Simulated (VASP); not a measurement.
Energy against volume of FeAl (CsCl type). All values below come from PW91 GGA, VASP's PBE PAW potentials (set 64) (plane waves; VASP).

| V (Å³/atom) | E (eV/atom) |
|---|---|
| 11.094 | -6.24725 |
| 11.448 | -6.26776 |
| 11.802 | -6.27419 |
| 12.156 | -6.26861 |
| 12.510 | -6.25279 |

Question: Fit a third-order Birch-Murnaghan equation of state.

Answer: 
volume per atom: 11.80 Å³/atom
bulk modulus: 181 GPa
pressure derivative of the bulk modulus: 4.30
lattice constant a: 0.2869 nm

Measured: bulk modulus 152 GPa (computed value off by +18.8 %), as given by Yamada et al., (2019), arXiv:1910.09660; a 2.910 Å (computed value off by -1.4 %), as given by Yibo Liu et al., IUCrData (2023), doi:10.1107/s2414314623010659. The calculation is for a static lattice, while the measured bulk modulus, a hold thermal and zero-point effects, which are part of the difference.

The compound is FeAl in the CsCl type structure. It was relaxed first. The run is not spin-polarised, so no magnetic state was tried.
